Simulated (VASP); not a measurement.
Data:

```
LiH
1.0
    2.76819     0.00000     0.00000
   -1.38409     2.39732     0.00000
    0.00000     0.00000     4.84497
Li H
2 2
Direct
  0.00000   0.00000   0.00000
  0.00000   0.00000   0.50000
  0.33333   0.66667   0.25000
  0.66667   0.33333   0.75000
```

All values below come from r2SCAN meta-GGA, VASP's PBE PAW potentials (set 64) (plane waves; VASP). Run with 520 eV cut-off, 10×10×5 Γ-centred mesh, tetrahedra with Blöchl corrections, potentials Li_sv H.

The path is coarsely sampled, so an indirect gap can come out somewhat too large.

Give the energies of bands 3 to 7 at the high-symmetry points, in eV from the valence-band maximum.

| band | Γ | M | K | A | L | H |
|---|---|---|---|---|---|---|
| 3 | -5.35 | -2.48 | -0.90 | -4.43 | -1.38 | -0.67 |
| 4 | -3.08 | 0.00 | -0.90 | -4.43 | -1.38 | -0.67 |
| 5 | 5.37 | 5.63 | 7.79 | 9.46 | 5.03 | 5.20 |
| 6 | 15.93 | 6.62 | 7.79 | 9.46 | 5.03 | 5.20 |
| 7 | 17.45 | 6.82 | 7.85 | 17.23 | 12.48 | 8.39 |

The gap is indirect, 5.00 eV, from the valence maximum at M to the conduction minimum at L-M at 0.20.

The structure was generated: LiH was put into the NiAs type type (P6_3/mmc), which need not be its known phase. It was relaxed first, which changed the volume by +64 %.
